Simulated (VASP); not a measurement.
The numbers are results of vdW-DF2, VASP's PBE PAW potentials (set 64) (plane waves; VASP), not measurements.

VASP input:

**POSCAR**
```
MnF2
1.0
  4.9037386772   0.0000000000   0.0000000000
  0.0000000000   4.9037386772   0.0000000000
  0.0000000000   0.0000000000   3.3347785072
Mn F
2 4
Direct
  1.0000000000   0.0000000000   0.0000000000
  0.5000000000   0.5000000000   0.5000000000
  0.3028041082   0.3028041082   1.0000000000
  0.8028041082   0.1971958918   0.5000000000
  0.1971958918   0.8028041082   0.5000000000
  0.6971958918   0.6971958918   0.0000000000
```

KPOINTS:
```
Automatic mesh
0
Gamma
5 5 7
0 0 0
```

### INCAR
```
# general
SYSTEM    =  MnF2
PREC      =  Accurate
ENCUT     =  520   # plane-wave cut-off (eV)
LREAL     =  .False.   # projection in real space or not
LASPH     =  .True.   # aspherical one-centre terms

# electronic loop
EDIFF     =  1E-7   # SCF stop (eV)
NELM      =  100
ALGO      =  Normal   # blocked Davidson
LMAXMIX   =  4   # l cut-off of mixed one-centre charges

# smearing
ISMEAR    =  0   # Gaussian
SIGMA     =  0.05   # width (eV)

# functional
GGA       =  ML
LUSE_VDW  =  .True.
AGGAC     =  0.0
ZAB_VDW   =  -1.8867

# spin
ISPIN     =  2   # spin-polarised
MAGMOM    =  4.5 -4.5 -0.0 0.0 0.0 -0.0

# ions
IBRION    =  2
NSW       =  30   # most ionic steps
ISIF      =  4   # ions and shape, fixed volume
EDIFFG    =  -0.01   # ionic stop

# output
LWAVE     =  .False.
LCHARG    =  .False.
LORBIT    =  10
```

POTCAR, in this order: Mn_pv F (PBE.64 set). Program: vasp_std.

### Question
Estimate the energy per atom (σ→0), cell moment.

### Answer

* **energy per atom (σ→0)**: -4.227 eV/atom
* **cell moment**: 0.00 μB

OSZICAR:
```
...
DAV:   3    -0.253619336558E+02    0.87656E-04   -0.89112E-05  3952   0.800E-02    0.522E-02
DAV:   4    -0.253619101554E+02    0.23500E-04   -0.41790E-05  3672   0.469E-02    0.156E-02
DAV:   5    -0.253619112585E+02   -0.11031E-05   -0.43884E-06  3152   0.135E-02    0.902E-03
DAV:   6    -0.253619109415E+02    0.31704E-06   -0.25311E-07  2896   0.420E-03    0.443E-03
DAV:   7    -0.253619106305E+02    0.31101E-06   -0.80732E-08  1824   0.255E-03    0.726E-04
DAV:   8    -0.253619109267E+02   -0.29623E-06   -0.16894E-08  1536   0.106E-03    0.334E-04
DAV:   9    -0.253619108941E+02    0.32594E-07   -0.29224E-09  1536   0.461E-04
   3 F= -.25361911E+02 E0= -.25361911E+02  d E =-.430467E-03  mag=     0.0000
```

The compound is MnF2 in the rutile structure. This cell is one point of a volume scan, at 0.97 of the reference volume. Symmetry was kept, so distortions that lower it aren't found.
